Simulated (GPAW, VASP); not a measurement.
An input for GPAW (LDA (Perdew-Wang 92), GPAW PAW datasets LDA (gpaw-data 1.0.1)):

```
from ase import Atoms
from ase.units import GPa
from gpaw import GPAW

atoms = Atoms(['Te', 'Se', 'Se'],
              cell=[[4.095323, -2.213418, 0.000000],
                    [4.095323, 2.213418, 0.000000],
                    [-0.148332, 0.000000, 5.350874]],
              scaled_positions=[[0.753991, 0.247109, 0.496078],
                                [0.007859, 0.770386, 0.836267],
                                [0.238150, 0.982505, 0.167655]],
              pbc=True)

calc = GPAW(mode={'name': 'pw', 'ecut': 550},
            xc='LDA',
            kpts={'size': (6, 6, 4), 'gamma': True},
            occupations={'name': 'fermi-dirac', 'width': 0.0},
            nbands=-4,
            convergence={'density': 1e-05, 'bands': -2},
            symmetry={'symmorphic': False, 'tolerance': 0.0005},
            maxiter=150,
            txt='-')

atoms.calc = calc

energy = atoms.get_potential_energy()
print('Energy (eV):', round(energy, 6))
forces = atoms.get_forces()
print('Forces (eV/Ang):')
print(forces.round(5))
stress = atoms.get_stress()
print('Stress (GPa, Voigt):', (stress / GPa).round(4))
```

Question: Translate it to VASP.

Answer: One set of files that does it:

INCAR:
```
SYSTEM = TeSe2
PREC = Accurate
ENCUT = 300
EDIFF = 1E-6
NELM = 100
ALGO = Normal
LREAL = .FALSE.
LASPH = .TRUE.
ISMEAR = 0
SIGMA = 0.01
LMAXMIX = 4
LWAVE = .FALSE.
LCHARG = .FALSE.
ISIF = 2
```

File POSCAR:
```
TeSe2
1
    4.0953230000    -2.2134180000     0.0000000000
    4.0953230000     2.2134180000     0.0000000000
   -0.1483320000     0.0000000000     5.3508740000
Te Se
1 2
Direct
  0.7539910000   0.2471090000   0.4960780000
  0.0078590000   0.7703860000   0.8362670000
  0.2381500000   0.9825050000   0.1676550000
```

### KPOINTS
```
Automatic
0
G
 6 6 4
```

POTCAR, in this order: Te Se (LDA.64 set). Program: vasp_std.

The two runs describe the same crystal, functional and task. Each code takes its own potentials, basis and convergence tests.

Fixed occupations appear in VASP as a very narrow Gaussian smearing.

VASP's LDA is the Perdew-Zunger fit; the other code's may be Perdew-Wang, which differs slightly.

The structure comes from a computed database's TeSe2 entry; how it stands against other phases isn't given here. The cell was not relaxed at this level, atoms are displaced from their ideal sites, and it may have been scaled.
